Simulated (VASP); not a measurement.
# Ti2TeSe (P-3m1) in VASP: notebook, part 2 of 2

VASP 6.6.1.

### Step 3. Single point, PBEsol

This run uses another cell than the first one, of 18.81 Å³/atom, 0.994 times its volume.

The input, INCAR:

```
SYSTEM = Ti2TeSe
PREC = Accurate ; ENCUT = 520
EDIFF = 1E-7 ; ISMEAR = 0
SIGMA = 0.1 ; LREAL = .False.
LASPH = .True. ; NELM = 100
ALGO = Normal ; ISIF = 2
LWAVE = .False. ; LCHARG = .False.
GGA = PS ; NBANDS = 26
```

The input, KPOINTS:

```
regular mesh
0
Gamma
  6 6 4
  0 0 0
```

The input, POSCAR:

```
Ti2TeSe
1.0
    3.4823438919      0.0000000000      0.0000000000
   -1.7411719459      3.0157982752      0.0000000000
    0.0000000000      0.0000000000      7.1640390323
Ti Te Se
2 1 1
Direct
    0.3333333333      0.6666666667      0.2773448067
    0.6666666667      0.3333333333      0.7226551933
    0.0000000000      0.0000000000      0.0000000000
    0.0000000000      0.0000000000      0.5000000000
```

Potentials or basis: VASP PAW PBE potentials, release 64 (Ti_sv, Te, Se).

The run is started by

```console
$ cat potpaw_PBE.64/Ti_sv/POTCAR potpaw_PBE.64/Te/POTCAR potpaw_PBE.64/Se/POTCAR > POTCAR
$ mpirun -np 1 vasp_std > vasp.out
```

OUTCAR:

```text
SYSTEM = Ti2TeSe
   PREC = Accurate
   ENCUT = 520
   EDIFF = 1E-7
   ISMEAR = 0
   LREAL = .False.
   LASPH = .True.
   NELM = 100
   ISIF = 2
   GGA = PS

 ion  position               nearest neighbor table
   1  0.333  0.667  0.277-   4 2.57   4 2.57   4 2.57   3 2.83   3 2.83   3 2.83
   2  0.667  0.333  0.723-   4 2.57   4 2.57   4 2.57   3 2.83   3 2.83   3 2.83
   3  0.000  0.000  0.000-   1 2.83   2 2.83   2 2.83   1 2.83   2 2.83   1 2.83
   4  0.000  0.000  0.500-   1 2.57   2 2.57   2 2.57   1 2.57   2 2.57   1 2.57

  LATTYP: Found a hexagonal cell.
 ALAT       =     3.4823438919
 C/A-ratio  =     2.0572462843

  Lattice vectors:

 A1 = (   3.4823438919,   0.0000000000,   0.0000000000)
 A2 = (  -1.7411719459,   3.0157982752,   0.0000000000)
 A3 = (   0.0000000000,   0.0000000000,   7.1640390323)

Analysis of symmetry for initial positions (statically):
=====================================================================
 Subroutine PRICEL returns:
 Original cell was already a primitive cell.

 Routine SETGRP: Setting up the symmetry group for a
 hexagonal supercell.

 Subroutine GETGRP returns: Found 12 space group operations
 (whereof 12 operations were pure point group operations)
 out of a pool of 24 trial point group operations.

The static configuration has the point symmetry D_3d.

Analysis of symmetry for dynamics (positions and initial velocities):
=====================================================================
 Subroutine PRICEL returns:
 Original cell was already a primitive cell.

 Routine SETGRP: Setting up the symmetry group for a
 hexagonal supercell.

 Subroutine GETGRP returns: Found 12 space group operations
 (whereof 12 operations were pure point group operations)
 out of a pool of 24 trial point group operations.

The dynamic configuration has the point symmetry D_3d.

 Subroutine INISYM returns: Found 12 space group operations
 (whereof 12 operations are pure point group operations),
 and found     1 'primitive' translations

----------------------------------------------------------------------------------------

                                     Primitive cell

  volume of cell :      75.2371

  direct lattice vectors                    reciprocal lattice vectors
     3.482343892  0.000000000  0.000000000     0.287162908  0.165793582  0.000000000
    -1.741171946  3.015798275  0.000000000     0.000000000  0.331587165  0.000000000
     0.000000000  0.000000000  7.164039032     0.000000000  0.000000000  0.139586062

  length of vectors
     3.482343892  3.482343892  7.164039032     0.331587165  0.331587165  0.139586062

  position of ions in fractional coordinates (direct lattice)
     0.333333333  0.666666667  0.277344807
     0.666666667  0.333333333  0.722655193
     0.000000000  0.000000000  0.000000000
     0.000000000  0.000000000  0.500000000

  ion indices of the primitive-cell ions
   primitive index   ion index
                 1           1
                 2           2
                 3           3
                 4           4

----------------------------------------------------------------------------------------

 KPOINTS: regular mesh

Automatic generation of k-mesh.
 Grid dimensions read from file:
 generate k-points for:    6    6    4

 Generating k-lattice:

  Cartesian coordinates                     Fractional coordinates (reciprocal lattice)
     0.047860485  0.027632264  0.000000000     0.166666667  0.000000000  0.000000000
     0.000000000  0.055264527  0.000000000     0.000000000  0.166666667  0.000000000
     0.000000000  0.000000000  0.034896516     0.000000000  0.000000000  0.250000000

  Length of vectors
     0.055264527  0.055264527  0.034896516

  Shift w.r.t. Gamma in fractional coordinates (k-lattice)
     0.000000000  0.000000000  0.000000000

 Subroutine IBZKPT returns following result:
 ===========================================

 Found     24 irreducible k-points:

 Following reciprocal coordinates:
            Coordinates               Weight
  0.000000  0.000000  0.000000      1.000000
  0.166667  0.000000  0.000000      6.000000
  0.333333  0.000000  0.000000      6.000000
  0.500000  0.000000  0.000000      3.000000
  0.166667  0.166667  0.000000      6.000000
  0.333333  0.166667  0.000000     12.000000
[... 16 lines left out ...]
  0.333333  0.166667  0.500000     12.000000
  0.333333  0.333333  0.500000      2.000000
   k-points           NKPTS =     24   k-points in BZ     NKDIM =     24   number of bands    NBANDS=     26
   number of dos      NEDOS =    301   number of ions     NIONS =      4
   total plane-waves  NPLWV =  42336
   dimension x,y,z NGX =    28 NGY =   28 NGZ =   54
   dimension x,y,z NGXF=    56 NGYF=   56 NGZF=  108
   ions per type =               2   1   1
   NGX,Y,Z   is equivalent  to a cutoff of  13.37, 13.37, 12.53 a.u.
   NGXF,Y,Z  is equivalent  to a cutoff of  26.73, 26.73, 25.06 a.u.
 SYSTEM =  Ti2TeSe
   PREC   = accura    normal or accurate (medium, high low for compatibility)
   ISTART =      0    job   : 0-new  1-cont  2-samecut
   ICHARG =      2    charge: 1-file 2-atom 10-const
   ISPIN  =      1    spin polarized calculation?
   LNONCOLLINEAR =      F non collinear calculations
   LSORBIT =      F    spin-orbit coupling
   LASPH  =      T    aspherical Exc in radial PAW
   ENCUT  =  520.0 eV  38.22 Ry    6.18 a.u.   6.47  6.47 13.32*2*pi/ulx,y,z
   NELM   =    100;   NELMIN=  2; NELMDL= -5     # of ELM steps
   EDIFF  = 0.1E-06   stopping-criterion for ELM
   LREAL  =      F    real-space projection
   EDIFFG = 0.1E-05   stopping-criterion for IOM
   NSW    =      0    number of steps for IOM
   IBRION =     -1    ionic relax: 0-MD 1-quasi-New 2-CG
   NFREE  =      0    steps in history (QN), initial steepest desc. (CG)
   ISIF   =      2    stress and relaxation
   ISYM   =      2    0-nonsym 1-usesym 2-fastsym
   POTIM  = 0.5000    time-step for ionic-motion
   TEBEG  =    0.0;   TEEND  =   0.0 temperature during run
   PSTRESS=    0.0 pullay stress
   NELECT =      36.0000    total number of electrons
   NUPDOWN=      -1.0000    fix difference up-down
   EMIN   =  10.00;   EMAX   =-10.00  energy-range for DOS
   EFERMI =   0.00;   METHOD = LEGACY
   ISMEAR =     0;   SIGMA  =   0.10  broadening in eV -4-tet -1-fermi 0-gaus
   EFERMI_NEDOS =   21; number of points for ismear=-14 and -15
   IALGO  =     38    algorithm
   IMIX   =      4    mixing-type and parameters
     AMIX     =   0.40;   BMIX     =  1.00
     AMIX_MAG =   1.60;   BMIX_MAG =  1.00
  volume/ion in A,a.u.               =      18.81       126.93
  Fermi-wavevector in a.u.,A,eV,Ry     =   1.280457  2.419713 22.307710  1.639570
  Thomas-Fermi vector in A             =   2.412884
   LORBIT       =      0    0 simple, 1 ext, 2 COOP (PROOUT), +10 PAW based schemes
   GGA     = PS    functional components
   LHFCALC =     F    Hartree Fock is set to
   AEXX    =    0.0000 exact exchange contribution
   IVDW    =     0    specifies the selected vdW correction
   LEPSILON=     F    determine dielectric tensor
   LRPA    =     F    only Hartree local field effects (RPA)
 non-spin polarized calculation
 Gauss-broadening in eV      SIGMA  =   0.10
  energy-cutoff  :      520.00
  volume of cell :       75.24
 maximum number of plane-waves:      2067
 NGX is ok and might be reduce to    28
   NGX = 13   NGY = 13   NGZ = 27

 number of electron      35.9999991 magnetization

 Free energy of the ion-electron system (eV)
  ---------------------------------------------------
  ext. energy  EPLUGINS =         0.00000000
  ---------------------------------------------------
  free energy    TOTEN  =       -26.86030353 eV

  energy without entropy =      -26.83916316  energy(sigma->0) =      -26.84973335

 E-fermi :   9.3464     XC(G=0): -11.3335

 val. band max:        9.3107380207   @ k =   0.0000   0.3333   0.2500
 cond. band min:       9.3795800614   @ k =   0.0000   0.0000   0.2500
 fundamental gap:      0.0688420407
 Fermi energy:         9.3463815993

 k-point     1 :       0.0000    0.0000    0.0000
  band No.  band energies     occupation
      1     -47.8634      2.00000
      2     -47.8604      2.00000
      3     -24.3812      2.00000
      4     -24.3284      2.00000
      5     -24.1762      2.00000
      6     -24.1762      2.00000
[... 685 lines left out ...]
     25      12.2033      0.00000
     26      12.2466      0.00000

------------------------ aborting loop because EDIFF is reached ----------------------------------------

  FORCE on cell =-STRESS in cart. coord.  units (eV):
  Direction    XX          YY          ZZ          XY          YZ          ZX
  --------------------------------------------------------------------------------------
  -------------------------------------------------------------------------------------
  Total        0.1193747      0.1193747      0.1099323      0.0000000     -0.0000000     -0.0000000
  in kB        2.5420893      2.5420893      2.3410135      0.0000000     -0.0000000     -0.0000000
  external PRESSURE =       2.4750641 kB  Pullay stress =       0.0000000 kB

 VOLUME and BASIS-vectors are now :
 -----------------------------------------------------------------------------
  energy-cutoff  :      520.00
  volume of cell :       75.24
      direct lattice vectors                 reciprocal lattice vectors
     3.482343892  0.000000000  0.000000000     0.287162908  0.165793582  0.000000000
    -1.741171946  3.015798275  0.000000000     0.000000000  0.331587165  0.000000000
     0.000000000  0.000000000  7.164039032     0.000000000  0.000000000  0.139586062

 POSITION                                       TOTAL-FORCE (eV/Angst)
 -----------------------------------------------------------------------------------
     -0.00000      2.01053      1.98691         0.000000     -0.000000      0.025179
      1.74117      1.00527      5.17713        -0.000000      0.000000     -0.025179
      0.00000      0.00000      0.00000        -0.000000      0.000000      0.000000
      0.00000      0.00000      3.58202        -0.000000      0.000000      0.000000
 -----------------------------------------------------------------------------------
    total drift:                               -0.000000      0.000000      0.000000

  FREE ENERGIE OF THE ION-ELECTRON SYSTEM (eV)
  ---------------------------------------------------
  free  energy   TOTEN  =       -26.8603035291 eV

  energy  without entropy=      -26.8391631614  energy(sigma->0) =      -26.84973335
```

Wall time 27 s (1 thread of Intel Xeon 6975P-C (Granite Rapids), shared host); peak memory 0.22 GiB.

Results:

- Free energy: -26.8603 eV
- Pressure: 0.2 GPa
- Largest force: 0.025 eV/Å
- Band gap on the k mesh: none (metal or under the smearing width)

Forces in eV/Å, atoms in the order of the input:
```
Ti   0.000  0.000  0.025
Ti   0.000  0.000 -0.025
Te   0.000  0.000  0.000
Se   0.000  0.000  0.000
```

Levels at points of the mesh, in eV from the Fermi level:
| k point | band 14 | band 15 | band 16 | band 17 | band 18 | band 19 | band 20 | band 21 | band 22 | band 23 |
| --- | --- | --- | --- | --- | --- | --- | --- | --- | --- | --- |
| (0.00, 0.00, 0.00) | -2.86 | -1.63 | -0.80 | -0.80 | -0.25 | -0.25 | 0.05 | 0.05 | 0.56 | 2.64 |
| (0.50, 0.00, 0.00) | -4.00 | -2.95 | -1.97 | -1.80 | 0.07 | 0.17 | 0.41 | 1.20 | 1.43 | 1.53 |
| (0.00, 0.00, 0.50) | -3.14 | -1.19 | -1.19 | -0.57 | 0.13 | 0.13 | 0.44 | 0.44 | 0.57 | 2.42 |
| (0.50, 0.00, 0.50) | -4.31 | -3.93 | -2.10 | -1.30 | -0.38 | 0.55 | 1.22 | 1.26 | 1.72 | 1.77 |

Caveat: the PAW data sets were made with another functional, which shifts forces and pressure a little.
